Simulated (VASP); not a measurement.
System: Ge (diamond type, first atom moved by 0.06 Å along [111]), 2 atoms in the cell.

```
Ge
1.0
     0.00000    2.88000    2.88000
     2.88000    0.00000    2.88000
     2.88000    2.88000    0.00000
Ge
2
Direct
  0.00601 0.00601 0.00601
  0.25000 0.25000 0.25000
```

Code and potentials: VASP, Ge_d, 403 eV. Settings: k-mesh 4×4×4 Γ-centred; Fermi–Dirac smearing of 0.05 eV; no spin polarisation. For HSE06: HFSCREEN = 0.208; HFRCUT = 0; PRECFOCK = Normal.

Plain PBE gives:

| Property | Result |
| --- | --- |
| Pressure | 0.82 GPa |

```tsv
atom	Fx (eV/Å)	Fy (eV/Å)	Fz (eV/Å)
Ge1	-0.305	-0.305	-0.305
Ge2	0.305	0.305	0.305
```

**Question.** What changes under HSE06?

**Answer.** The pressure goes down by 3.51 GPa to -2.69 GPa; the forces move by 227 meV/Å (rms):

```csv
atom,Fx (eV/Å),Fy (eV/Å),Fz (eV/Å)
Ge1,-0.435,-0.435,-0.435
Ge2,0.435,0.435,0.435
```

VASP prints the stress at a fixed plane-wave basis, so it holds the Pulay stress of this cutoff.

The k-mesh is coarse, so these values belong to this mesh and can lie far from the converged ones. Potentials made with PBE were used with another functional (at least in: VASP, Ge_d, 403 eV (HSE06)).
